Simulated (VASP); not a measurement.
# HfN: structure and properties in VASP

What structure does HfN take at this level, and what are its properties? The steps: full relaxation (PBE + D3(BJ)), second relaxation, single point with fields (PBE + D3(BJ)), band structure (PBE + D3(BJ)), density of states (PBE + D3(BJ)), zone-centre phonons (PBE + D3(BJ)), field gradients at the nuclei (PBE + D3(BJ)) and ionic relaxation at fixed cell (PBE + D3(BJ)), changed input. The start is a cell from a database of measured crystal structures.

Program: VASP 6.6.1. Level of theory: PBE with D3(BJ); plane waves and PAW (Hf_pv, N). Results are calculated unless marked as measured.

### 1. The structure

Before any relaxation, the start is as follows. The structure is cubic, space group Fm-3m (No. 225). Conventional cell: a = 4.550 Å, b = 4.550 Å, c = 4.550 Å, α = 90.00°, β = 90.00°, γ = 90.00°. Hf has 6 N at 2.27 Å nearest. Nearest to N lie 6 Hf at 2.27 Å. Farther neighbours and most contacts between anions are not listed.

Coordinates:

```cif
data_structure
_symmetry_space_group_name_H-M 'P 1'
_symmetry_Int_Tables_number 1
_cell_length_a 3.2173
_cell_length_b 3.2173
_cell_length_c 3.2173
_cell_angle_alpha 60.000
_cell_angle_beta 60.000
_cell_angle_gamma 60.000
_cell_volume 23.55
loop_
_atom_site_label
_atom_site_type_symbol
_atom_site_fract_x
_atom_site_fract_y
_atom_site_fract_z
_atom_site_occupancy
Hf1 Hf 0.00000 0.00000 0.00000 1
N2 N 0.50000 0.50000 0.50000 1
```

### 2. Full relaxation (PBE + D3(BJ))

Properties are meant for the cell that this level of theory prefers, so cell and atoms are relaxed first (ISIF = 3) until forces and stress are small; EDIFFG sets the threshold. PBE, the usual starting point, adds the gradient of the density. A dispersion term adds the long-range attraction that semilocal functionals lack. D3 with Becke-Johnson damping keeps a finite attraction at short range.

Input file INCAR:

```
SYSTEM = HfN
PREC = Accurate
ENCUT = 520
EDIFF = 1E-06
NELM = 100
ISMEAR = 0
SIGMA = 0.05
LREAL = .FALSE.
ALGO = Normal
GGA = PE
IVDW = 12
NBANDS = 13
LASPH = .TRUE.
LORBIT = 11
LWAVE = .FALSE.
LCHARG = .FALSE.
KPAR = 2
IBRION = 2
NSW = 60
ISIF = 3
EDIFFG = -0.01
```

Input file POSCAR:

```
HfN
1.0
    0.0000000000      2.2750000000      2.2750000000
    2.2750000000      0.0000000000      2.2750000000
    2.2750000000      2.2750000000      0.0000000000
Hf N
1 1
Direct
    0.0000000000      0.0000000000      0.0000000000
    0.5000000000      0.5000000000      0.5000000000
```

Input file KPOINTS:

```
Automatic mesh
0
Gamma
7 7 7
0 0 0
```

Potentials, in the order of the species: Hf_pv and N (PBE family, release 64).

Launch:

```sh
$ mpirun -np 2 vasp_std
```

Output:

```text
[banner, memory and clock lines left out]
running    2 mpi-ranks, on    1 nodes
 distrk:  each k-point on    1 cores,    2 groups
 distr:  one band on    1 cores,    1 groups

 POSCAR found type information on POSCAR HfN
 POSCAR found :  2 types and       2 ions
 LDA part: xc-table for (Slater+PW92), standard interpolation
 POSCAR, INCAR and KPOINTS ok, starting setup
 FFT: planning ... GRIDC
 FFT: planning ... GRID_SOFT
 FFT: planning ... GRID
 WAVECAR not read
 entering main loop
       N       E                     dE             d eps       ncg     rms          rms(c)
DAV:   1     0.425251108252E+02    0.42525E+02   -0.80283E+03   520   0.108E+03
DAV:   2    -0.223124407324E+02   -0.64838E+02   -0.60407E+02   702   0.254E+02
DAV:   3    -0.247292440639E+02   -0.24168E+01   -0.24005E+01   628   0.394E+01
DAV:   4    -0.247404357096E+02   -0.11192E-01   -0.11187E-01   565   0.321E+00
DAV:   5    -0.247405150989E+02   -0.79389E-04   -0.79388E-04   618   0.228E-01    0.470E+01
DAV:   6    -0.218421080355E+02    0.28984E+01   -0.97963E+00   590   0.238E+01    0.403E+01
DAV:   7    -0.217651063322E+02    0.77002E-01   -0.55497E-01   540   0.654E+00    0.263E+01
DAV:   8    -0.217452792398E+02    0.19827E-01   -0.14009E-01   610   0.327E+00    0.673E+00
DAV:   9    -0.217366819090E+02    0.85973E-02   -0.31539E-02   585   0.136E+00    0.185E+00
DAV:  10    -0.217364115137E+02    0.27040E-03   -0.22211E-03   616   0.430E-01    0.245E-01
DAV:  11    -0.217363686101E+02    0.42904E-04   -0.13560E-04   575   0.117E-01    0.576E-02
DAV:  12    -0.217363685863E+02    0.23766E-07   -0.12060E-05   666   0.292E-02    0.768E-03
DAV:  13    -0.217363685071E+02    0.79229E-07   -0.23557E-07   270   0.506E-03
   1 F= -.22491796E+02 E0= -.22490563E+02  d E =-.224918E+02
 curvature:   0.00 expect dE= 0.000E+00 dE for cont linesearch  0.000E+00
 trial: gam= 0.00000 g(F)=  0.236E-60 g(S)=  0.966E-01 ort = 0.000E+00 (trialstep = 0.100E+01)
 search vector abs. value=  0.966E-01
 bond charge predicted
       N       E                     dE             d eps       ncg     rms          rms(c)
DAV:   1    -0.219869755055E+02   -0.25061E+00   -0.97788E+00   520   0.281E+01    0.110E+01
DAV:   2    -0.217066150242E+02    0.28036E+00   -0.40967E-01   565   0.567E+00    0.512E+00
DAV:   3    -0.216234064863E+02    0.83209E-01   -0.16034E-01   545   0.363E+00    0.319E+00
DAV:   4    -0.216199783344E+02    0.34282E-02   -0.12257E-02   655   0.960E-01    0.190E+00
DAV:   5    -0.216197454391E+02    0.23290E-03   -0.87249E-04   670   0.242E-01    0.492E-02
DAV:   6    -0.216197458344E+02   -0.39530E-06   -0.37016E-05   545   0.599E-02    0.332E-02
DAV:   7    -0.216197436937E+02    0.21407E-05   -0.11210E-06   434   0.966E-03    0.230E-02
DAV:   8    -0.216197441015E+02   -0.40779E-06   -0.15006E-07   265   0.407E-03
   2 F= -.22445301E+02 E0= -.22444270E+02  d E =0.464951E-01
[...]
3 F= -.22509142E+02 E0= -.22507965E+02  d E =-.173458E-01
 curvature:  -0.16 expect dE=-0.478E-05 dE for cont linesearch -0.478E-05
 ZBRENT: interpolating
 opt :   0.3542  next Energy=   -22.509146 (dE=-0.174E-01)
 bond charge predicted
       N       E                     dE             d eps       ncg     rms          rms(c)
DAV:   1    -0.217297968423E+02    0.45673E-03   -0.45932E-04   520   0.191E-01    0.712E-02
DAV:   2    -0.217297836809E+02    0.13161E-04   -0.20490E-05   580   0.392E-02    0.332E-02
DAV:   3    -0.217297798160E+02    0.38650E-05   -0.77008E-06   540   0.246E-02    0.220E-02
DAV:   4    -0.217297797696E+02    0.46340E-07   -0.64967E-07   270   0.714E-03
   4 F= -.22509146E+02 E0= -.22507971E+02  d E =-.173502E-01
 curvature:  -0.16 expect dE=-0.214E-06 dE for cont linesearch -0.214E-06
 trial: gam= 0.00000 g(F)=  0.403E-60 g(S)=  0.135E-05 ort =-0.362E-03 (trialstep = 0.871E+00)
 search vector abs. value=  0.135E-05
 reached required accuracy - stopping structural energy minimisation
```

Run time: 12 s. Hardware: 2 MPI ranks of Intel Xeon Platinum 8259CL at 2.50GHz (Skylake/Cascade Lake), shared host; peak memory 0.3 GiB.

Lines that name or quote the potential files are left out of all logs, and their timing lines are given in words.

OUTCAR, selected parts (step 2):

```text
ion  position               nearest neighbor table
   1  0.000  0.000  0.000-   2 2.27   2 2.27   2 2.27   2 2.27   2 2.27   2 2.27
   2  0.500  0.500  0.500-   1 2.27   1 2.27   1 2.27   1 2.27   1 2.27   1 2.27

  LATTYP: Found a face centered cubic cell.
 ALAT       =     4.5500000000

 Subroutine GETGRP returns: Found 48 space group operations
 (whereof 48 operations were pure point group operations)

The static configuration has the point symmetry O_h .

 Found     20 irreducible k-points:

   k-points           NKPTS =     20   k-points in BZ     NKDIM =     20   number of bands    NBANDS=     13

   dimension x,y,z NGX =    24 NGY =   24 NGZ =   24
   dimension x,y,z NGXF=    48 NGYF=   48 NGZF=   48

   ENCUT  =  520.0 eV  38.22 Ry    6.18 a.u.   5.98  5.98  5.98*2*pi/ulx,y,z

   NELECT =      15.0000    total number of electrons

 k-points in reciprocal lattice and weights: Automatic mesh
   0.00000000  0.00000000  0.00000000       0.003
   0.14285714  0.00000000  0.00000000       0.023
   0.28571429  0.00000000  0.00000000       0.023
   0.42857143  0.00000000  0.00000000       0.023
   0.14285714  0.14285714  0.00000000       0.017
   0.28571429  0.14285714  0.00000000       0.070
   0.42857143  0.14285714  0.00000000       0.070
  -0.42857143  0.14285714  0.00000000       0.070
  -0.28571429  0.14285714  0.00000000       0.070
[...]
-0.42857143  0.42857143  0.14285714       0.070
  -0.28571429  0.42857143  0.14285714       0.070

 Edisp (eV)   -0.77889

 average (electrostatic) potential at core
       1 -34.5710       2 -61.5140

 E-fermi :   8.7416

 k-point     1 :       0.0000    0.0000    0.0000
  band No.  band energies     occupation
    ...
      6       5.4111      2.00000
      7       5.4111      2.00000
      8       8.1150      2.00000
      9       8.1150      2.00000
     10       8.1150      2.00000
     11      10.3369      0.00000
     12      10.4572      0.00000
     13      10.4572      0.00000

 k-point     2 :       0.1429    0.0000    0.0000
  band No.  band energies     occupation
    ...
      6       4.4450      2.00000
      7       4.4450      2.00000
      8       8.4844      2.00000
      9       8.7449      0.92672
     10       8.7449      0.92672
     11      11.6268      0.00000
     12      11.8540      0.00000
     13      11.8540      0.00000

 k-point     3 :       0.2857    0.0000    0.0000
  band No.  band energies     occupation
    ...
      3     -22.6995      2.00000
      4      -7.5492      2.00000
      5       1.4158      2.00000
      6       3.0980      2.00000
      7       3.0980      2.00000
      8       9.3298      0.00000
      9      10.2528      0.00000
     10      10.2528      0.00000
     11      13.5936      0.00000
     12      14.5402      0.00000
    ...

 Edisp (eV)   -0.77937

  Total       0.00433     0.00433     0.00433     0.00000     0.00000    -0.00000
  in kB       0.30320     0.30320     0.30320     0.00000     0.00000    -0.00000
  external pressure =        0.30 kB  Pullay stress =        0.00 kB

  energy-cutoff  :      520.00
  volume of cell :       22.86
      direct lattice vectors                 reciprocal lattice vectors
     0.000000000  2.252538312  2.252538312    -0.221971807  0.221971807  0.221971807
     2.252538312  0.000000000  2.252538312     0.221971807 -0.221971807  0.221971807
     2.252538312  2.252538312  0.000000000     0.221971807  0.221971807 -0.221971807

 POSITION                                       TOTAL-FORCE (eV/Angst)
 -----------------------------------------------------------------------------------
      4.50508      2.25254      2.25254         0.000000      0.000000      0.000000
      2.25254      2.25254      2.25254        -0.000000     -0.000000     -0.000000
 -----------------------------------------------------------------------------------
    total drift:                                0.000000     -0.000000     -0.000000

  FREE ENERGIE OF THE ION-ELECTRON SYSTEM (eV)
  ---------------------------------------------------
  free  energy   TOTEN  =       -22.5091459033 eV

  energy  without entropy=      -22.5067965326  energy(sigma->0) =      -22.50797122

 reached required accuracy - stopping structural energy minimisation

 total charge
# of ion       s       p       d       tot
------------------------------------------
    1        0.294   6.582   1.780   8.655
    2        1.235   2.515   0.000   3.750
--------------------------------------------------
tot          1.529   9.097   1.780  12.406

[... 3 further parts left out ...]
```

CONTCAR:

```
HfN
   1.00000000000000
     0.0000000000000000    2.2525383116755942    2.2525383116755942
     2.2525383116755942    0.0000000000000000    2.2525383116755942
     2.2525383116755942    2.2525383116755942    0.0000000000000000
  Hf              N
     1     1
Direct
     0.0000000000000000    1.0000000000000000    1.0000000000000000
     0.5000000000000000    0.5000000000000000    0.5000000000000000
```

This run has no spin polarisation. Its electron count is odd, so without a moment it is a metal by construction. The k-mesh is coarse for a metal. Harder data sets than Hf_pv exist (the GW ones), and pressures, volumes and forces can shift noticeably with them. The run keeps the 48 symmetry operations of its start, so it cannot find a distortion of lower symmetry.

Relaxation path:

```tsv
step	energy less that of the first step (eV)	largest force (eV/Å)	pressure (GPa)	volume (Å³)
1	0.0000	0.0000	-7.86	23.55
2	0.0465	0.0000	17.53	21.63
3	-0.0173	0.0000	-0.14	22.87
4	-0.0174	0.0000	0.03	22.86
```

```tsv
conventional cell, symmetrised	before	after	change
a (Å)	4.550	4.505	-1.0 %
b (Å)	4.550	4.505	-1.0 %
c (Å)	4.550	4.505	-1.0 %
volume (Å³/atom)	11.77	11.43	-2.9 %
```

Final coordinates:

```
Hf N
1.0
     0.00000    2.25254    2.25254
     2.25254    0.00000    2.25254
     2.25254    2.25254    0.00000
Hf N
1 1
Cartesian
  0.0000 0.0000 0.0000
  2.2525 2.2525 2.2525
```

This step gave:

* electrons: 15
* bands: 13
* irreducible k-points: 20
* symmetry operations: 48
* free energy (TOTEN): -22.51 eV
* energy at zero smearing: -22.51 eV
* Fermi energy: 8.742 eV
* pressure: 0.03032 GPa
* metallic: yes
* SCF cycles over all ionic steps: 32

It ends with forces that vanish by symmetry and a pressure of 0.03 GPa. The volume lies -2.9 % from that of the database's start, which holds the thermal and zero-point expansion of its experiment.

### 3. Second relaxation

The basis stayed that of the start cell while the cell moved. A rerun from the cell reached resets it; the error of the finite cutoff stays.

INCAR is that of step 2.

Input file POSCAR:

```
HfN
1.0
    0.0000000000      2.2525383117      2.2525383117
    2.2525383117      0.0000000000      2.2525383117
    2.2525383117      2.2525383117      0.0000000000
Hf N
1 1
Direct
    0.0000000000      0.0000000000      0.0000000000
    0.5000000000      0.5000000000      0.5000000000
```

KPOINTS is that of step 2.

Launch:

```sh
$ mpirun -np 2 vasp_std
```

Output:

```text
[... set-up lines as in an earlier step ...]
 entering main loop
       N       E                     dE             d eps       ncg     rms          rms(c)
DAV:   1     0.386575957055E+02    0.38658E+02   -0.76847E+03   520   0.107E+03
DAV:   2    -0.226204486357E+02   -0.61278E+02   -0.57536E+02   710   0.244E+02
DAV:   3    -0.247183817125E+02   -0.20979E+01   -0.20907E+01   600   0.378E+01
DAV:   4    -0.247271717319E+02   -0.87900E-02   -0.87887E-02   590   0.291E+00
DAV:   5    -0.247272392191E+02   -0.67487E-04   -0.67487E-04   605   0.211E-01    0.499E+01
DAV:   6    -0.218222136436E+02    0.29050E+01   -0.95901E+00   595   0.240E+01    0.421E+01
DAV:   7    -0.217550886547E+02    0.67125E-01   -0.53239E-01   535   0.649E+00    0.269E+01
DAV:   8    -0.217367937579E+02    0.18295E-01   -0.11337E-01   610   0.299E+00    0.653E+00
DAV:   9    -0.217296404280E+02    0.71533E-02   -0.26425E-02   580   0.125E+00    0.188E+00
DAV:  10    -0.217293790343E+02    0.26139E-03   -0.19961E-03   626   0.413E-01    0.245E-01
DAV:  11    -0.217293430063E+02    0.36028E-04   -0.11971E-04   575   0.111E-01    0.670E-02
DAV:  12    -0.217293422312E+02    0.77515E-06   -0.11424E-05   676   0.285E-02    0.550E-03
DAV:  13    -0.217293421151E+02    0.11611E-06   -0.25096E-07   270   0.534E-03
   1 F= -.22508708E+02 E0= -.22507533E+02  d E =-.225087E+02
 curvature:   0.00 expect dE= 0.000E+00 dE for cont linesearch  0.000E+00
 trial: gam= 0.00000 g(F)=  0.713E-60 g(S)=  0.537E-06 ort = 0.000E+00 (trialstep = 0.100E+01)
 search vector abs. value=  0.537E-06
 reached required accuracy - stopping structural energy minimisation
```

The job ended after 4.8 s (2 MPI ranks; peak memory 0.28 GiB; 7.5 s of CPU time).

Parts of OUTCAR (step 3):

```text
  LATTYP: Found a face centered cubic cell.
 ALAT       =     4.5050766234

The static configuration has the point symmetry O_h .

 Found     20 irreducible k-points:

   ENCUT  =  520.0 eV  38.22 Ry    6.18 a.u.   5.92  5.92  5.92*2*pi/ulx,y,z

   NELECT =      15.0000    total number of electrons

 E-fermi :   8.7417

 k-point     1 :       0.0000    0.0000    0.0000
  band No.  band energies     occupation
    ...
      6       5.4112      2.00000
      7       5.4112      2.00000
      8       8.1151      2.00000
      9       8.1151      2.00000
     10       8.1151      2.00000
     11      10.3370      0.00000
     12      10.4572      0.00000
     13      10.4572      0.00000

 k-point     2 :       0.1429    0.0000    0.0000
  band No.  band energies     occupation
    ...
      6       4.4450      2.00000
      7       4.4450      2.00000
      8       8.4845      2.00000
      9       8.7449      0.92655
     10       8.7449      0.92655
     11      11.6270      0.00000
     12      11.8542      0.00000
     13      11.8542      0.00000

 Edisp (eV)   -0.77937

  Total       0.00272     0.00272     0.00272     0.00000     0.00000     0.00000
  in kB       0.19087     0.19087     0.19087     0.00000     0.00000     0.00000
  external pressure =        0.19 kB  Pullay stress =        0.00 kB

 POSITION                                       TOTAL-FORCE (eV/Angst)
 -----------------------------------------------------------------------------------
      0.00000      0.00000      0.00000         0.000000     -0.000000     -0.000000
      2.25254      2.25254      2.25254        -0.000000      0.000000      0.000000
 -----------------------------------------------------------------------------------
    total drift:                                0.000000     -0.000000     -0.000000

  FREE ENERGIE OF THE ION-ELECTRON SYSTEM (eV)
  ---------------------------------------------------
  free  energy   TOTEN  =       -22.5087082488 eV

  energy  without entropy=      -22.5063585821  energy(sigma->0) =      -22.50753342

 total charge
# of ion       s       p       d       tot
------------------------------------------
    1        0.294   6.582   1.780   8.655
    2        1.235   2.516   0.000   3.751
--------------------------------------------------
tot          1.529   9.097   1.780  12.406

[... 6 parts as in an earlier step ...]

[... 6 further parts left out ...]
```

Little changed from the start: no atom moved by 0.005 Å and no cell edge by 0.1 %.

This step gave:

```
pressure                        : 0.01909 GPa
SCF cycles over all ionic steps : 13
```

It ends with forces that vanish by symmetry and a pressure of 0.02 GPa. The volume moved by under 0.01 %: the run met its threshold at the first step.

(Continued in part 2 of 4.)

[Lines on the potential files, build, host, timing and source positions are cut from VASP's logs without a mark.]

[Logs are printed without paths, hosts, clocks, repeated set-up lines and the standing remarks that a program may print on its own settings, such as how far it seeks lower states.]

[Hosts, paths, dates, database ids (printed as entryN), source tags and the programs' standing remarks are cut or masked in the printed files.]

[A measured line is paired with the nearest computed mode of its activity, which favours agreement.]
